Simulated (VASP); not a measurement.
Input:

```
CELL_PARAMETERS angstrom
      3.30046     0.00000     0.00000
     -1.65023     2.85828     0.00000
      0.00000     0.00000    10.89738
ATOMIC_POSITIONS crystal
  Zn 0.00000 0.00000 0.25097
  Zn 0.33333 0.66667 0.01443
  Zn 0.33333 0.66667 0.48699
  Cd 0.00000 0.00000 0.75659
  O  0.00000 0.00000 0.95897
  O  0.00000 0.00000 0.43141
  O  0.33333 0.66667 0.66548
  O  0.33333 0.66667 0.19506
```

Method: PBEsol GGA, VASP's PBE PAW potentials (set 64) (plane waves; VASP). Settings: 520 eV cut-off, Gaussian smearing of 0.050 eV, potentials Zn Cd O.

Q: Give the energies of bands 26 to 39 at the high-symmetry points, in eV from the valence-band maximum.

A: 
```tsv
band	Γ	M	K	A	L	H
26	-2.58	-3.85	-3.79	-3.52	-3.85	-3.69
27	-2.41	-3.75	-3.67	-1.39	-3.76	-3.67
28	-0.98	-3.22	-3.65	-1.21	-3.25	-3.58
29	-0.98	-2.88	-3.16	-0.95	-2.48	-3.27
30	-0.58	-2.35	-2.88	-0.95	-2.26	-3.18
31	-0.58	-1.70	-2.49	-0.70	-2.21	-2.18
32	-0.42	-1.69	-2.11	-0.70	-1.90	-1.95
33	-0.42	-1.44	-1.96	-0.32	-1.37	-1.75
34	-0.24	-1.37	-1.52	-0.32	-1.20	-1.63
35	0.00	-1.25	-1.32	-0.03	-1.13	-1.46
36	0.00	-0.65	-1.26	-0.03	-0.70	-1.45
37	0.10	4.58	6.23	1.05	4.49	6.23
38	2.71	4.87	6.47	1.66	4.84	6.47
39	3.05	5.52	6.52	4.16	5.73	6.52
```

The gap is direct, 0.10 eV, from the valence maximum at Γ to the conduction minimum at Γ.

The structure comes from a computed database's Zn3CdO4 entry (P3m1); how it stands against other phases isn't given here. It was relaxed first.
